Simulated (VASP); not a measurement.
Given:

```
ZrGe
1.0
    7.09613     0.00000     0.00000
    0.00000     3.91511     0.00000
    0.00000     0.00000     5.41275
Zr Ge
4 4
Direct
  0.17608   0.25000   0.63089
  0.82392   0.75000   0.36911
  0.32392   0.75000   0.13089
  0.67608   0.25000   0.86911
  0.04832   0.25000   0.15219
  0.95168   0.75000   0.84781
  0.45168   0.75000   0.65219
  0.54832   0.25000   0.34781
```

Calculation: PBEsol GGA, VASP's PBE PAW potentials (set 64) (plane waves; VASP). Numerical set-up: 300 eV cut-off, 3×4×3 Γ-centred mesh, Gaussian smearing of 0.27 eV, potentials Zr_sv Ge_d.

At this cut-off the stress carries a Pulay error, which pulls relaxed volumes low.

Estimate the energy per atom (σ→0), pressure, largest force.

```json
{
 "energy per atom (σ→0)": "-7905 meV/atom",
 "pressure": "-4.01 GPa",
 "largest_force": "0.158 eV/Å"
}
```

Total energies compare only between runs with the same potentials, cut-off and functional.

The structure comes from a computed database's ZrGe entry (Pnma); how it stands against other phases isn't given here. The cell was not relaxed at this level.
